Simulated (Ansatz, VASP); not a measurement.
# LiF (Griceite) in two plane-wave programs, part 2 of 2

One calculation is typed for both programs; each brings its own data sets. How far apart do they land? The cell is taken from a series of runs on this material, whose earlier steps may have relaxed, scaled, displaced or heated it; both programs get it as it stands.

VASP 6.6.1 and Ansatz 0.2.0.

So far: Starting point; VASP: dielectric response, PBE.

## (3) Ansatz: dielectric response, PBE

Level of this step: Ansatz beside VASP: Kohn-Sham DFT, plane waves, PBE (Ansatz).

Ansatz runs on its PAW soft_1 files.

The same cell, functional and mesh now go to Ansatz, which takes its cutoff from its data sets.

Contents of input.yaml:

```yaml
crystal:
  lattice:
    - [0.0, 2.014, 2.014]
    - [2.014, 0.0, 2.014]
    - [2.014, 2.014, 0.0]
  atoms:
    - { symbol: Li, position: [0.0, 0.0, 0.0] }
    - { symbol: F, position: [0.5, 0.5, 0.5] }
kpoints:
  mp_grid: { grid: [10, 10, 10] }
hamiltonian:
  xc: pbe
  pseudopotentials: { kind: paw, azcp: { folder: soft_1 } }
scf:
  occupations: { method: fixed }
dielectric: {}
```

Run with:

```console
ansatz run input.yaml --threads 3 --pin off --max-ram 92160MiB --backend cuda --events-out ev --progress --plain --runs-dir out --devices 1 --max-vram 13GiB
```

Numbers of over 12 decimals in the logs are rounded to 6 here.

Log:

```text
GPUs: using 1 of 1 available (devices: 1).
Engine: ansatz 0.2.0, x86_64-unknown-linux-gnu
Pseudopotentials: kind: paw
Pseudopotential: Li, paw, valence charge 3, recommended cutoff 420 eV (normal), soft_1/Li.paw.azcp
Pseudopotential: F, paw, valence charge 7, recommended cutoff 420 eV (normal), soft_1/F.paw.azcp
Functional definition: PBE
  parameter kappa = 0.804
  parameter beta = 0.066725
  exchange = pbe_x(kappa = kappa, mu = beta*pi^2/3)
  correlation = pbe_c(beta = beta)
device memory: the entry about to start is reckoned to put 1.0 GiB on a device that reports 43.5 GiB free (of which the cap on the GPU budget leaves the run 13.0 GiB)
GPU FFT provider: cuFFT
GPU libraries: cuBLAS 13.8.2, cuFFT 12.4.0, cuSOLVER 12.3.4
Crystal: 2 atoms, lattice volume = 16.338 Å³
Basis set: ecut = 420 eV, 331 PW (Γ), exchange–correlation on 40×40×40 points (8 copies of the dense FFT grid, shifted against one another)
Bands: 9, of which v1, the nominal top of the filled ones, is band 5 counted from 1 (4 counted from 0)
Symmetry: 48 space group operations
k-points: 102 of 1000 (irreducible under 8 space group operations, time reversal used)
Non-local potential: Li, projectors of the file, l = 0: 3, l = 1: 2, l = 2: 1
Non-local potential: F, projectors of the file, l = 0: 2, l = 1: 2, l = 2: 1
PAW form: soft (Blöchl's): semilocal exchange-correlation on the pseudo side does not see the compensation charge
PAW one-centre angular grid: Li, 110 points (default); XC on 96 Gauss nodes
PAW one-centre angular grid: F, 110 points (default); XC on 64 Gauss nodes
Initial density: superposition of atomic densities (chi_scale 0.1, normalization cell, long waves kept (reshape's long-wave potential 0.00 eV rms))
Initial wavefunctions: pseudopotential atomic-orbital guess
GPU buffer pool allocated for 8000 grid points (all kernels)
GPU transforms: local potential and band sums: pruned to the plane-wave sphere, on 20×20×20
Functional: x = pbe(κ = 0.804, μ = 0.219515), c = pbe(β = 0.066725)
SCF iter   1: F=—  HF=-1016.037703 eV  |F-HF|=—  |Δ(HF+E_count)|=         —  Δρ=5.95e-2  dr2=3.05e-1  ethr=3.10e-3  ⟨swp⟩=4.0  Hψ=5197  notcnv=0  defer=189
preconditioner: auto → none  [insulator: Δε(μ)=8.253 eV  Ē_g=21.871 eV  n_scr=0 (ndim 8)  ℏωp=26.0 eV  f_vac=0.000  ε∞_Penn≈2.4]
SCF iter   2: F=—  HF=-1016.139221 eV  |F-HF|=—  |Δ(HF+E_count)|=   1.02e-1  Δρ=3.22e-2  dr2=8.41e-2  ethr=3.05e-3  ⟨swp⟩=2.0  Hψ=1964  notcnv=0  defer=178
SCF iter   3: F=—  HF=-1016.174547 eV  |F-HF|=—  |Δ(HF+E_count)|=   3.53e-2  Δρ=1.64e-2  dr2=2.14e-2  ethr=8.41e-4  ⟨swp⟩=2.0  Hψ=1515  notcnv=0  defer=196
SCF iter   4: F=—  HF=-1016.173027 eV  |F-HF|=—  |Δ(HF+E_count)|=   1.52e-3  Δρ=1.38e-3  dr2=1.27e-4  ethr=2.14e-4  ⟨swp⟩=2.7  Hψ=1434  notcnv=0  defer=198
SCF iter   5: F=—  HF=-1016.173186 eV  |F-HF|=—  |Δ(HF+E_count)|=   1.59e-4  Δρ=2.73e-4  dr2=8.15e-6  ethr=1.27e-6  ⟨swp⟩=2.2  Hψ=1502  notcnv=0  defer=200
SCF iter   6: F=—  HF=-1016.173184 eV  |F-HF|=—  |Δ(HF+E_count)|=   1.64e-6  Δρ=1.31e-5  dr2=1.63e-8  ethr=8.15e-8  ⟨swp⟩=2.7  Hψ=1294  notcnv=0
SCF iter   7: F=—  HF=-1016.173209 eV  |F-HF|=—  |Δ(HF+E_count)|=   2.42e-5  Δρ=1.99e-6  dr2=1.93e-10  ethr=1.63e-10  ⟨swp⟩=2.2  Hψ=1422  notcnv=0
SCF iter   8: F=-1016.173209 eV  HF=-1016.173209 eV  |F-HF|=2.27e-13  |Δ(HF+E_count)|=  5.74e-10  Δρ=3.58e-8  dr2=4.26e-14  ethr=1.00e-12  ⟨swp⟩=3.0  Hψ=4052  notcnv=0
SCF 1 converged in 8 iterations: F = -1016.173209 eV  dr2 = 4.26e-14
  greatest PAW one-centre occupation: 1.000 electrons in one spin orbital (limit 2), on the Li atom at site 0 (counted from 0), in its partial waves of l = 0
the response reads at least the filled bands of the reference SCF and the lowest empty band at each k-point, and that SCF's band table does not vouch for those bands. The notice of the band table in this run's record says why
device memory: the entry about to start is reckoned to put 0.2 GiB on a device that reports 44.1 GiB free (of which the cap on the GPU budget leaves the run 13.0 GiB)
NSCF: frozen V_eff on 1 k-points
device memory: the entry about to start is reckoned to put 0.2 GiB on a device that reports 44.1 GiB free (of which the cap on the GPU budget leaves the run 13.0 GiB)
NSCF: frozen V_eff on 1 k-points
device memory: the entry about to start is reckoned to put 0.1 GiB on a device that reports 44.1 GiB free (of which the cap on the GPU budget leaves the run 13.0 GiB)
device memory: the entry about to start is reckoned to put 0.6 GiB on a device that reports 44.1 GiB free (of which the cap on the GPU budget leaves the run 13.0 GiB)
DFPT response loops at Γ: preconditioner auto → none (the input reference at scf.mixing.eps_inf says where Resta's filter doesn't serve); β = 0.50; Broyden in place of MSR1
SCF converged after 8 iterations
Free energy (F): -1016.173209 eV
Harris-Foulkes:  -1016.173209 eV  (|F-HF|=2.27e-13)
Internal energy: -1016.173209 eV  (E = F + TS)
E sigma→0 (E₀):  -1016.173209 eV
Fermi energy:    0.961727 eV
--- Per-component energies (eV) ---
  E_band       = -118.047617
  E_kinetic    = 216.241200
  E_local      = -653.588940  (includes V_loc(G=0)·N_el)
  E_nonlocal   = 67.725398
  E_hartree    = 227.143178
  E_xc         = -87.225412
  E_vxc        = -111.959390  (∫ρ·V_xc dr)
  E_paw        = -229.339973  (= ΣΔE_a)
  E_vpaw       = -90.753268  (= ΣTr[D̂ρ^β])
  E_aug_tail   = 0.001026  (compensation charges beyond the density's cutoff)
  E_ewald      = -557.129686
  E_smearing   = -0.000000  (= −TS)
  E_closure    = 0.000000  (closes the sum)
  Σ components = -1016.173209   (vs F -1016.173209, Δ=0.00e0)
--- Band table (eV; the first three rows and the last of 102) ---
  k-point 0: bands = ["-39.9288", "-19.0021", "0.9617", "0.9617", "0.9617", "10.0566", "24.9209", "24.9209", "24.9209"]
  k-point 1: bands = ["-39.9232", "-18.9636", "0.6743", "0.9391", "0.9391", "10.3497", "22.2497", "23.6748", "23.6748"]
  k-point 2: bands = ["-39.9087", "-18.8604", "-0.0146", "0.8812", "0.8812", "11.0033", "19.7880", "22.1881", "22.1881"]
  k-point 101: bands = ["-39.8545", "-18.3310", "-1.4071", "-0.7934", "0.1487", "15.9076", "16.2293", "18.4142", "20.3176"]
--- Dielectric response (ions clamped): 1 representative field direction + reference, on 102 of 1000 k-points (Σ response iterations 6) ---
  k mesh reduced under 8 symmetry operations, with k and −k counted as one. Each operation leaves every solved perturbation unchanged. A smaller set is not considered because the run solves the response to a homogeneous field
  ε∞ (high-frequency dielectric tensor):
        2.057046    -0.000000    -0.000000
       -0.000000     2.057046    -0.000000
        0.000000     0.000000     2.057046
  Born effective charges Z* (e; rows j = field, columns β = displacement):
    site 0:
         1.05078    0.00000    0.00000
        -0.00000    1.05078    0.00000
         0.00000   -0.00000    1.05078
    site 1:
        -1.05078   -0.00000    0.00000
         0.00000   -1.05078   -0.00000
         0.00000    0.00000   -1.05078
  Z* charge neutrality: 4.515e-6 e pre-enforcement
  k-mesh period / interband length: 28.5 Å / 0.76 Å = 37.27 at k = (0.0000, 0.0000, -0.5000), direct gap 11.022 eV — 14 or more, which is no proof of convergence
```

The column dr2 measures how far the density is from self-consistency, as an energy; F and HF (Harris–Foulkes) agree once it is small.

## (4) Differences

Known differences besides the potentials themselves: fixed occupations in Ansatz, narrow Gaussian smearing in VASP; the cutoff is 420 eV in Ansatz and 650 eV in VASP. Total energies have different zeros and are not compared.

Both answers:

```
                                     quantity  Ansatz   VASP  difference
                                        ε∞ xx    2.06   2.06     -0.01 %
                                        ε∞ yy    2.06   2.06     -0.01 %
                                        ε∞ zz    2.06   2.06     -0.01 %
Born charge of Li1 (mean of the diagonal) (e)    1.05   1.05        0.00
 Born charge of F2 (mean of the diagonal) (e)   -1.05  -1.05        0.00
```

## (5) Summary of results

| Property | Result |
| --- | --- |
| difference in ε∞ xx (dielectric response, PBE) | -0.0092 % |

In words: The difference in ε∞ xx is -0.0092 % (dielectric response, PBE), within the 5 % picked in this series as the mark of a large difference. Such differences can come from data sets, numerical settings and the points named under the comparisons, not from the functional's error against experiment.

[Lines on the potential files, build, host, timing and source positions are cut from VASP's logs without a mark.]

[Logs are printed without paths, hosts, clocks, repeated set-up lines and the standing remarks that a program may print on its own settings, such as how far it seeks lower states.]

[Hosts, paths, dates, database ids (printed as entryN), source tags and the programs' standing remarks are cut or masked in the printed files.]
